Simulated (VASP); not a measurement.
The input files of a VASP run:

### POSCAR
```
K
1
   -2.6928000000     2.6928000000     2.6928000000
    2.6928000000    -2.6928000000     2.6928000000
    2.6928000000     2.6928000000    -2.6928000000
K
1
Direct
  0.0000000000   0.0000000000   0.0000000000
```

### INCAR
```
SYSTEM = K
PREC = Accurate
ENCUT = 400
EDIFF = 1E-6
NELM = 60
ALGO = VeryFast
LREAL = .FALSE.
LASPH = .TRUE.
ISMEAR = 1
SIGMA = 0.1
GGA = PE
LWAVE = .FALSE.
LCHARG = .FALSE.
ISIF = 2
NELMDL = -1
```

### KPOINTS
```
Automatic mesh
0
Gamma
7 7 7
0 0 0
```

POTCAR, in this order: K_sv (PBE.64 set). Program: vasp_std.

**Question.** Does this input run properly? What does VASP do?

**Answer.** There is a fault: ALGO = VeryFast starts from random orbitals with almost no delay (NELMDL = -1). The run did not converge; its last values are not results. Against the sound run, the energy per atom (σ→0) rises by 438.012 eV/atom; the pressure rises by 38.80 GPa.

standard output:
```
...
RMM:  21     0.437379108000E+03    0.96505E-01   -0.16643E+00   640   0.345E+01    0.132E+03
RMM:  22     0.436938604964E+03   -0.44050E+00   -0.44165E+00   640   0.323E+01    0.132E+03
RMM:  23     0.437001026586E+03    0.62422E-01   -0.19670E+00   640   0.313E+01    0.135E+03
RMM:  24     0.436650137253E+03   -0.35089E+00   -0.31903E+00   640   0.290E+01    0.135E+03
RMM:  25     0.436434838408E+03   -0.21530E+00   -0.20324E+00   640   0.285E+01    0.135E+03
RMM:  26     0.436125116604E+03   -0.30972E+00   -0.28870E+00   640   0.271E+01    0.135E+03
RMM:  27     0.436176219862E+03    0.51103E-01   -0.23409E+00   635   0.268E+01    0.130E+03
RMM:  28     0.436300795267E+03    0.12458E+00   -0.39962E+00   628   0.263E+01    0.126E+03
RMM:  29     0.436674392229E+03    0.37360E+00   -0.32500E+00   636   0.261E+01    0.121E+03
RMM:  30     0.436867599585E+03    0.19321E+00   -0.17784E+00   638   0.246E+01    0.114E+03
RMM:  31     0.436774564525E+03   -0.93035E-01   -0.12995E+00   636   0.241E+01    0.107E+03
RMM:  32     0.437297176951E+03    0.52261E+00   -0.27809E+00   628   0.281E+01    0.844E+02
RMM:  33     0.436647420909E+03   -0.64976E+00   -0.17774E+00   632   0.263E+01    0.757E+02
RMM:  34     0.436464092245E+03   -0.18333E+00   -0.12632E+00   633   0.259E+01    0.620E+02
RMM:  35     0.436375682518E+03   -0.88410E-01   -0.10430E+00   640   0.255E+01    0.521E+02
RMM:  36     0.436664850776E+03    0.28917E+00   -0.54492E-01   640   0.236E+01    0.432E+02
RMM:  37     0.436969607461E+03    0.30476E+00   -0.15311E+00   640   0.235E+01    0.346E+02
RMM:  38     0.437263717974E+03    0.29411E+00   -0.15569E+00   640   0.226E+01    0.270E+02
RMM:  39     0.437493786871E+03    0.23007E+00   -0.23316E+00   640   0.228E+01    0.201E+02
RMM:  40     0.437593801456E+03    0.10001E+00   -0.22235E+00   640   0.226E+01    0.123E+02
RMM:  41     0.437561586853E+03   -0.32215E-01   -0.19642E+00   640   0.224E+01    0.930E+01
RMM:  42     0.437524858593E+03   -0.36728E-01   -0.23438E+00   640   0.219E+01    0.483E+01
RMM:  43     0.437438327056E+03   -0.86532E-01   -0.20699E+00   640   0.221E+01    0.314E+01
RMM:  44     0.437298894739E+03   -0.13943E+00   -0.19042E+00   640   0.216E+01    0.457E+00
RMM:  45     0.437243128297E+03   -0.55766E-01   -0.41449E-01   640   0.211E+01    0.190E+00
RMM:  46     0.437123753499E+03   -0.11937E+00   -0.11981E+00   640   0.203E+01    0.856E+00
RMM:  47     0.437123409255E+03   -0.34424E-03    0.47966E-02   640   0.196E+01    0.872E+00
RMM:  48     0.437120527525E+03   -0.28817E-02   -0.29133E-02   640   0.185E+01    0.103E+01
RMM:  49     0.437135979859E+03    0.15452E-01    0.15077E-01   640   0.181E+01    0.124E+01
RMM:  50     0.437127636120E+03   -0.83437E-02   -0.84516E-02   640   0.173E+01    0.166E+01
RMM:  51     0.437131347874E+03    0.37118E-02    0.36492E-02   640   0.171E+01    0.193E+01
RMM:  52     0.437121120173E+03   -0.10228E-01   -0.10565E-01   640   0.165E+01    0.217E+01
RMM:  53     0.437120790738E+03   -0.32944E-03   -0.76487E-03   640   0.163E+01    0.247E+01
RMM:  54     0.437104182301E+03   -0.16608E-01   -0.15885E-01   640   0.158E+01    0.288E+01
RMM:  55     0.437098309995E+03   -0.58723E-02   -0.44703E-02   640   0.157E+01    0.305E+01
RMM:  56     0.437066988981E+03   -0.31321E-01   -0.25950E-01   640   0.151E+01    0.323E+01
RMM:  57     0.437041236503E+03   -0.25752E-01   -0.24141E-01   640   0.147E+01    0.318E+01
RMM:  58     0.437018905663E+03   -0.22331E-01   -0.23785E-01   640   0.142E+01    0.333E+01
RMM:  59     0.436995444627E+03   -0.23461E-01   -0.23306E-01   640   0.140E+01    0.355E+01
RMM:  60     0.436965257922E+03   -0.30187E-01   -0.30066E-01   640   0.137E+01

 -----------------------------------------------------------------------------
|                                                                             |
|           W    W    AA    RRRRR   N    N  II  N    N   GGGG   !!!           |
|           W    W   A  A   R    R  NN   N  II  NN   N  G    G  !!!           |
|           W    W  A    A  R    R  N N  N  II  N N  N  G       !!!           |
|           W WW W  AAAAAA  RRRRR   N  N N  II  N  N N  G  GGG   !            |
|           WW  WW  A    A  R   R   N   NN  II  N   NN  G    G                |
|           W    W  A    A  R    R  N    N  II  N    N   GGGG   !!!           |
|                                                                             |
|     The electronic self-consistency was not achieved in the given           |
|     number of steps (NELM). The forces and other quantities evaluated       |
|     might not be reliable so examine the results carefully. If you find     |
|     spurious results, we suggest increasing NELM, if you were close to      |
|     convergence or switching to a different ALGO or adjusting the           |
|     density mixing parameters otherwise.                                    |
|                                                                             |
 -----------------------------------------------------------------------------

   1 F= 0.43696526E+03 E0= 0.43696647E+03  d E =-.362579E-02
```

File OUTCAR:
```
------------------------ aborting loop EDIFF was not reached (unconverged)  ----------------------------
  FORCE on cell =-STRESS in cart. coord.  units (eV):
  Direction    XX          YY          ZZ          XY          YZ          ZX
  --------------------------------------------------------------------------------------
  Total       18.8169696     18.8169696     18.8169696     -0.0000000      0.0000000     -0.0000000
  in kB      386.0005979    386.0005979    386.0005979     -0.0000000      0.0000000     -0.0000000
  external PRESSURE =     386.0005979 kB  Pullay stress =       0.0000000 kB
  volume of cell :       78.10
      direct lattice vectors                 reciprocal lattice vectors
    -2.692800000  2.692800000  2.692800000     0.000000000  0.185680333  0.185680333
     2.692800000 -2.692800000  2.692800000     0.185680333  0.000000000  0.185680333
     2.692800000  2.692800000 -2.692800000     0.185680333  0.185680333  0.000000000
 POSITION                                       TOTAL-FORCE (eV/Angst)
 -----------------------------------------------------------------------------------
      0.00000      0.00000      0.00000         0.000000     -0.000000      0.000000
 -----------------------------------------------------------------------------------
    total drift:                                0.000000      0.000000     -0.000000
  FREE ENERGIE OF THE ION-ELECTRON SYSTEM (eV)
  ---------------------------------------------------
  free  energy   TOTEN  =       436.9652579215 eV

  energy  without entropy=      436.9688837130  energy(sigma->0) =      436.96646652
```
(Selected blocks of OUTCAR.)

To mend it, set ALGO = Normal, remove NELMDL.

The mended run (PBE GGA, plane waves, VASP's PBE PAW potentials (set 64)) converges, and its OSZICAR ends with
```
   1 F= -.10456254E+01 E0= -.10454779E+01  d E =-.442430E-03
```

The compound is K in the bcc structure. The cell was not relaxed at this level.
